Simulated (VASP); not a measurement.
# Which face does Tc expose?, part 2 of 5

Which face of Tc is cheapest, and which holds its electrons hardest?

VASP 6.6.1; PBEsol; plane waves and PAW (Tc).

So far. Step 3 (The bulk reference, job self-consistent run, k-mesh …): The run ends at a pressure of -0.68 GPa.

### Step 4. Surface relaxation, 8 atoms, face Tc(0001)

System of this step: Tc(0001). The cell holds 8 atoms: 8 Tc. Cell: a = 2.718 Å, b = 2.718 Å, c = 30.204 Å, α = 90.0°, β = 90.0°, γ = 60.0°. It derives from Tc. 8 layers of hcp Tc, cut at this functional's lattice. Vacuum lies along c.

All atoms relax at the fixed cell.

INCAR reads:

```
SYSTEM = Tc
PREC = Normal
ENCUT = 320
EDIFF = 1E-05
NELM = 120
ISMEAR = 1
SIGMA = 0.15
LREAL = .FALSE.
ALGO = Fast
GGA = PS
NBANDS = 36
LASPH = .TRUE.
LORBIT = 11
LWAVE = .FALSE.
LCHARG = .FALSE.
KPAR = 4
IBRION = 2
NSW = 40
ISIF = 2
EDIFFG = -0.03
POTIM = 0.4
MAXMIX = 40
```

POSCAR reads:

```
Tc
1.0
    2.7178253313      0.0000000000      0.0000000000
    1.3589126656      2.3537057800      0.0000000000
    0.0000000000      0.0000000000     30.2043141996
Tc
8
Direct
    0.6666666700      0.6666666700      0.2483089000
    0.0000000000      0.0000000000      0.3202206400
    0.6666666700      0.6666666700      0.3921323900
    0.0000000000      0.0000000000      0.4640441300
    0.6666666700      0.6666666700      0.5359558700
    0.0000000000      0.0000000000      0.6078676100
    0.6666666700      0.6666666700      0.6797793600
    0.0000000000      0.0000000000      0.7516911000
```

KPOINTS reads:

```
Automatic mesh
0
Gamma
15 15 1
0 0 0
```

The projector-augmented-wave data sets are Tc (PBE family, release 64).

Command:

```console
mpirun -np 4 vasp_std
```

What it wrote:

```text
[banner, memory and clock lines left out]
running    4 mpi-ranks, on    1 nodes
 distrk:  each k-point on    1 cores,    4 groups
 distr:  one band on    1 cores,    1 groups

 POSCAR found type information on POSCAR Tc
 POSCAR found :  1 types and       8 ions
 [... a notice as in an earlier step ...]

 LDA part: xc-table for (Slater+PW92), standard interpolation
 POSCAR, INCAR and KPOINTS ok, starting setup
 FFT: planning ... GRIDC
 FFT: planning ... GRID_SOFT
 FFT: planning ... GRID
 WAVECAR not read
 entering main loop
       N       E                     dE             d eps       ncg     rms          rms(c)
DAV:   1     0.208020711902E+03    0.20802E+03   -0.19431E+04  1960   0.915E+02
DAV:   2    -0.725071106228E+02   -0.28053E+03   -0.26562E+03  2388   0.223E+02
DAV:   3    -0.943320398041E+02   -0.21825E+02   -0.20751E+02  3004   0.530E+01
DAV:   4    -0.954181789283E+02   -0.10861E+01   -0.10190E+01  2952   0.112E+01
DAV:   5    -0.955008503759E+02   -0.82671E-01   -0.72336E-01  3152   0.229E+00    0.486E+01
RMM:   6    -0.129787988412E+03   -0.34287E+02   -0.89131E+01  2814   0.348E+01    0.260E+01
RMM:   7    -0.199073731338E+03   -0.69286E+02   -0.20787E+02  3142   0.579E+01    0.317E+01
RMM:   8    -0.137325570138E+03    0.61748E+02   -0.52250E+01  2350   0.223E+01    0.313E+01
RMM:   9    -0.107554274937E+03    0.29771E+02   -0.16453E+01  2242   0.113E+01    0.232E+01
RMM:  10    -0.977247135953E+02    0.98296E+01   -0.16484E+01  2457   0.103E+01    0.173E+01
RMM:  11    -0.892476039572E+02    0.84771E+01   -0.12886E+01  2541   0.861E+00    0.756E+00
RMM:  12    -0.894905927299E+02   -0.24299E+00   -0.21935E+00  2683   0.376E+00    0.667E+00
RMM:  13    -0.887505220489E+02    0.74007E+00   -0.10193E+00  2481   0.239E+00    0.511E+00
RMM:  14    -0.882580020237E+02    0.49252E+00   -0.86543E-01  2468   0.226E+00    0.294E+00
RMM:  15    -0.880660733836E+02    0.19193E+00   -0.88776E-01  2602   0.202E+00    0.996E-01
RMM:  16    -0.881031963886E+02   -0.37123E-01   -0.10356E-01  2232   0.930E-01    0.125E+00
RMM:  17    -0.880906243441E+02    0.12572E-01   -0.47184E-02  2320   0.645E-01    0.953E-01
RMM:  18    -0.880870084124E+02    0.36159E-02   -0.18634E-01  2634   0.889E-01    0.869E-01
RMM:  19    -0.880746931155E+02    0.12315E-01   -0.34926E-02  2727   0.447E-01    0.554E-01
RMM:  20    -0.880660001826E+02    0.86929E-02   -0.14647E-02  2259   0.311E-01    0.172E-01
RMM:  21    -0.880658176352E+02    0.18255E-03   -0.49421E-03  2561   0.160E-01    0.101E-01
RMM:  22    -0.880655940727E+02    0.22356E-03   -0.58851E-04  2363   0.661E-02    0.538E-02
RMM:  23    -0.880655536237E+02    0.40449E-04   -0.48331E-04  2157   0.718E-02    0.408E-02
RMM:  24    -0.880655724434E+02   -0.18820E-04   -0.26056E-04  2290   0.368E-02    0.431E-02
RMM:  25    -0.880655609040E+02    0.11539E-04   -0.48006E-05  1506   0.206E-02    0.274E-02
RMM:  26    -0.880655789449E+02   -0.18041E-04   -0.20095E-04  2267   0.338E-02    0.211E-02
RMM:  27    -0.880655818733E+02   -0.29284E-05   -0.26888E-06  1221   0.127E-02
   1 F= -.88065582E+02 E0= -.88066910E+02  d E =-.880656E+02
 curvature:   0.00 expect dE= 0.000E+00 dE for cont linesearch  0.000E+00
 trial: gam= 0.00000 g(F)=  0.307E+00 g(S)=  0.000E+00 ort = 0.000E+00 (trialstep = 0.100E+01)
 search vector abs. value=  0.307E+00
 bond charge predicted
       N       E                     dE             d eps       ncg     rms          rms(c)
DAV:   1    -0.882812918959E+02   -0.21571E+00   -0.38910E+01  1952   0.245E+01    0.176E+00
RMM:   2    -0.886489685739E+02   -0.36768E+00   -0.13912E+00  2112   0.452E+00    0.319E+00
RMM:   3    -0.884597354941E+02    0.18923E+00   -0.23819E-01  2172   0.190E+00    0.223E+00
RMM:   4    -0.883463868479E+02    0.11335E+00   -0.97767E-02  2211   0.958E-01    0.141E+00
RMM:   5    -0.883173504704E+02    0.29036E-01   -0.74285E-02  2432   0.689E-01    0.848E-01
RMM:   6    -0.883016423710E+02    0.15708E-01   -0.67778E-02  2500   0.609E-01    0.262E-01
RMM:   7    -0.883024775649E+02   -0.83519E-03   -0.94675E-03  2695   0.272E-01    0.202E-01
RMM:   8    -0.883023298464E+02    0.14772E-03   -0.93364E-03  2372   0.223E-01    0.719E-02
RMM:   9    -0.883030842078E+02   -0.75436E-03   -0.27446E-03  2791   0.124E-01    0.119E-01
RMM:  10    -0.883032825559E+02   -0.19835E-03   -0.73581E-04  2218   0.743E-02    0.971E-02
RMM:  11    -0.883030839685E+02    0.19859E-03   -0.83867E-04  2252   0.709E-02    0.427E-02
RMM:  12    -0.883031196320E+02   -0.35664E-04   -0.19120E-04  2157   0.368E-02    0.208E-02
RMM:  13    -0.883031869322E+02   -0.67300E-04   -0.82465E-05  1687   0.238E-02    0.141E-02
RMM:  14    -0.883032549021E+02   -0.67970E-04   -0.29496E-05  1320   0.157E-02    0.137E-02
RMM:  15    -0.883032613497E+02   -0.64476E-05   -0.29940E-05  1292   0.143E-02
   2 F= -.88303261E+02 E0= -.88304767E+02  d E =-.237679E+00
[...]
3 F= -.88350122E+02 E0= -.88351198E+02  d E =-.284540E+00
[...]
4 F= -.88350156E+02 E0= -.88351246E+02  d E =-.284574E+00
[...]
5 F= -.88362668E+02 E0= -.88363897E+02  d E =-.125116E-01
[...]
6 F= -.88363299E+02 E0= -.88364571E+02  d E =-.131429E-01
 curvature:  -0.77 expect dE=-0.497E-03 dE for cont linesearch -0.272E-07
 trial: gam=-0.01210 g(F)=  0.645E-03 g(S)=  0.000E+00 ort =-0.261E-04 (trialstep = 0.118E+01)
 search vector abs. value=  0.649E-03
 bond charge predicted
       N       E                     dE             d eps       ncg     rms          rms(c)
DAV:   1    -0.883636458475E+02   -0.35075E-03   -0.11278E-01  2032   0.133E+00    0.922E-02
RMM:   2    -0.883636690754E+02   -0.23228E-04   -0.20673E-03  2035   0.228E-01    0.384E-02
RMM:   3    -0.883636810894E+02   -0.12014E-04   -0.53588E-04  2336   0.867E-02    0.275E-02
RMM:   4    -0.883636802437E+02    0.84574E-06   -0.11261E-04  2022   0.364E-02    0.159E-02
RMM:   5    -0.883636779922E+02    0.22515E-05   -0.26589E-05  1267   0.186E-02
   7 F= -.88363678E+02 E0= -.88364925E+02  d E =-.379029E-03
 trial-energy change:   -0.000379  1 .order   -0.000357   -0.000763    0.000050
 step:   1.1090(harm=  1.1090)  dis= 0.00244  next Energy=   -88.363657 (dE=-0.358E-03)
 reached required accuracy - stopping structural energy minimisation
```

It took 70 s on 4 MPI ranks of Intel Xeon 6975P-C (Granite Rapids), shared host; peak memory 0.78 GiB.

From OUTCAR (step 4):

```text
  LATTYP: Found a hexagonal cell.
 ALAT       =     2.7178253313
 C/A-ratio  =    11.1134125698

 Subroutine GETGRP returns: Found 12 space group operations
 (whereof  6 operations were pure point group operations)

The static configuration has the point symmetry C_3v.
 The point group associated with its full space group is D_3d.

 Found     27 irreducible k-points:

   k-points           NKPTS =     27   k-points in BZ     NKDIM =     27   number of bands    NBANDS=     36

   dimension x,y,z NGX =    12 NGY =   12 NGZ =  140
   dimension x,y,z NGXF=    24 NGYF=   24 NGZF=  280

   ENCUT  =  320.0 eV  23.52 Ry    4.85 a.u.   3.96  3.96 44.06*2*pi/ulx,y,z

   NELECT =      56.0000    total number of electrons

 E-fermi :   5.8188

 k-point     1 :       0.0000    0.0000    0.0000
  band No.  band energies     occupation
    ...
     26       4.5848      2.00000
     27       4.5848      2.00000
     28       4.7614      2.00000
     29       4.7614      2.00000
     30       5.0829      2.00000
     31       5.9794     -0.06198
     32       5.9794     -0.06198
     33       6.1398     -0.00991
     34       6.3855     -0.00000
     35       6.3855     -0.00000
    ...

 k-point     2 :       0.0667    0.0000    0.0000
  band No.  band energies     occupation
    ...
     27       4.6897      2.00000
     28       4.6940      2.00000
     29       4.8755      2.00000
     30       5.1135      2.00000
     31       5.7884      1.33586
     32       5.9085      0.16194
     33       5.9211      0.09309
     34       6.2279     -0.00079
     35       6.3287     -0.00002
     36       6.5602     -0.00000

  Total       -3.0579644     -3.0579644     -0.0893222      0.0000000      0.0000000     -0.0000000
  in kB      -25.3571424    -25.3571424     -0.7406741      0.0000000      0.0000000     -0.0000000
  external PRESSURE =     -17.1516529 kB  Pullay stress =       0.0000000 kB

  energy-cutoff  :      320.00
  volume of cell :      193.22
      direct lattice vectors                 reciprocal lattice vectors
     2.717825331  0.000000000  0.000000000     0.367941232 -0.212430969  0.000000000
     1.358912666  2.353705780  0.000000000     0.000000000  0.424861938  0.000000000
     0.000000000  0.000000000 30.204314200     0.000000000  0.000000000  0.033107853

 POSITION                                       TOTAL-FORCE (eV/Angst)
 -----------------------------------------------------------------------------------
      2.71783      1.56914      7.57125         0.000000      0.000000      0.007609
      0.00000      0.00000      9.58462         0.000000     -0.000000     -0.021394
      2.71783      1.56914     11.88507         0.000000     -0.000000     -0.012658
      0.00000      0.00000     13.96577        -0.000000     -0.000000     -0.019331
      2.71783      1.56914     16.23854         0.000000      0.000000      0.019331
      0.00000      0.00000     18.31924        -0.000000      0.000000      0.012658
      2.71783      1.56914     20.61969        -0.000000      0.000000      0.021394
      0.00000      0.00000     22.63306        -0.000000     -0.000000     -0.007609
 -----------------------------------------------------------------------------------
    total drift:                               -0.000002     -0.000001     -0.000000

  FREE ENERGIE OF THE ION-ELECTRON SYSTEM (eV)
  ---------------------------------------------------
  free  energy   TOTEN  =       -88.3636779922 eV

  energy  without entropy=      -88.3674197547  energy(sigma->0) =      -88.36492525

 total charge
# of ion       s       p       d       tot
------------------------------------------
    1        0.587   0.572   5.519   6.677
    2        0.597   0.776   5.514   6.887
    3        0.590   0.752   5.488   6.830
    4        0.593   0.746   5.511   6.851
    5        0.593   0.746   5.511   6.851
    6        0.590   0.752   5.488   6.830
    7        0.597   0.776   5.514   6.887
    8        0.587   0.572   5.519   6.677
--------------------------------------------------
tot          4.733   5.693  44.063  54.489

[... 1 part as in an earlier step ...]

[... 7 further parts left out ...]
```

The run keeps the 12 symmetry operations of its start, so it cannot find a distortion of lower symmetry.

The steps of the relaxation:

```tsv
step	energy less that of the first step (eV)	largest force (eV/Å)
1	0.0000	1.4629
2	-0.2377	0.6329
3	-0.2845	0.4294
4	-0.2846	0.4272
5	-0.2971	0.1092
6	-0.2977	0.0565
7	-0.2981	0.0214
```

The atoms that moved most (Å):

```tsv
atom	dx	dy	dz	length
Tc2	0.000	0.000	-0.087	0.087
Tc7	0.000	0.000	0.087	0.087
Tc1	0.000	0.000	0.071	0.071
Tc8	0.000	0.000	-0.071	0.071
Tc5	0.000	0.000	0.050	0.050
Tc4	0.000	0.000	-0.050	0.050
Tc6	0.000	0.000	-0.041	0.041
Tc3	0.000	0.000	0.041	0.041
```

The relaxed structure:

```xyz
8
Lattice="2.7178 0.0000 0.0000 1.3589 2.3537 0.0000 0.0000 0.0000 30.2043" Properties=species:S:1:pos:R:3
Tc    2.7178    1.5691    7.5713
Tc    0.0000    0.0000    9.5846
Tc    2.7178    1.5691   11.8851
Tc    0.0000    0.0000   13.9658
Tc    2.7178    1.5691   16.2385
Tc    0.0000    0.0000   18.3192
Tc    2.7178    1.5691   20.6197
Tc    0.0000    0.0000   22.6331
```

This step gave:

```
electronic cycles       : 74
electrons               : 56
free energy (TOTEN)     : -88.3637 eV
energy at zero smearing : -88.3649 eV
Fermi energy            : 5.819 eV
```

The run ended after 7 ionic steps, 0.298 eV below its first step, once the forces on the free atoms met EDIFFG = -0.03.

[end of part 2 of 5]

[Lines on the potential files, build, host, timing and source positions are cut from VASP's logs without a mark.]

[Logs are printed without paths, hosts, clocks, repeated set-up lines and the standing remarks that a program may print on its own settings, such as how far it seeks lower states.]

[Hosts, paths, dates, database ids (printed as entryN), source tags and the programs' standing remarks are cut or masked in the printed files.]

[Runs that stopped without an error message from VASP are left out.]
